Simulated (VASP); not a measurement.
# MgI2: stress against strain

MgI2 (1T layered, P-3m1, 34.434 Å³/atom and stress up to 0.05 GPa in the relaxed cell, c along z) under a strain ε along c (axis z), the other axes held. PBEsol in VASP (plane waves, PAW), 480 eV, 8×8×6 Γ-centred mesh, Gaussian smearing 0.05 eV; ions are relaxed, or left where forces stay under 0.02 eV/Å, within the symmetry of each cell. Stress is positive for a compressed cell.

Here s stands for strain and y for stress zz.

```csv
strain (%),stress zz (GPa)
-3.00,?
-1.50,0.22
-1.00,0.15
-0.50,0.09
0.00,0.05
0.50,-0.01
1.00,-0.05
1.50,-0.10
```

The 7 complete rows are fitted with a straight line, y against s. Means: s 0, y 0.050. About the means, the sum of products is -0.73000 and the sum of squares of s is 7.0000; the slope is their ratio. Least squares gives y = 0.050 - 0.1043·s. Residuals (row less fit): 0.014, -0.004, -0.012, 0.000, -0.008, 0.004, 0.006; standard error 0.010 (degrees of freedom: 5). The slope gives the elastic constant C33 = 10.4 ± 0.4 GPa (± standard error of the fit, which holds the terms cut off).

Q: What does the fit predict for y at s = -3.00, and how far is the calculated value from it?

A: y = 0.050 - 0.1043 × (-3.0) = 0.363 GPa. The calculation gives 0.48 GPa, 0.117 GPa above the prediction (20.2 % of the range of y in the table). The row lies outside the fitted rows, so this is an extrapolation. From the scatter of the fitted rows alone, a prediction at this place has a standard error of 0.015 GPa, so the miss is 7.8 times that.

A polynomial of degree 2 through the 12 other runs of the series gives 0.45 there, so most of the miss is curvature that the fit leaves out. Spin-orbit coupling is left out, which can shift these values for the heavy elements here. For MgI2: without a dispersion term in the relaxation, distances and binding between the weakly bound layers, chains or molecules are unreliable, and so is what depends on them. Rows are the converged runs of the series near zero and its far end, less any whose ions stayed unrelaxed beside relaxed ones; series whose fitted rows scatter by over a few per cent of the range, as at a crossing or softening among them, aren't shown in this form. Most that stay on the fit to the last digits aren't either.
